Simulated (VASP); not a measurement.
Energy against volume of HfC (rock salt). Computed with PBEsol GGA, VASP's PBE PAW potentials (set 64) (plane waves; VASP).

```tsv
V (Å³/atom)	E (eV/atom)
11.481	-11.05954
11.847	-11.08877
12.214	-11.09767
12.580	-11.08908
12.947	-11.06546
```

### Question
Fit a third-order Birch-Murnaghan equation of state.

### Answer

* **volume per atom**: 12.21 Å³/atom
* **bulk modulus**: 255 GPa
* **pressure derivative of the bulk modulus**: 4.01
* **lattice constant a**: 0.4605 nm

Measured: a 4.638 Å (computed value off by -0.7 %), as given by Guo-Xu Zhang et al., New Journal of Physics (2018), doi:10.1088/1367-2630/aac7f0. The calculation is for a static lattice, while the measured a holds thermal and zero-point effects, which are part of the difference.

The compound is HfC in the rock salt structure. It was relaxed first.
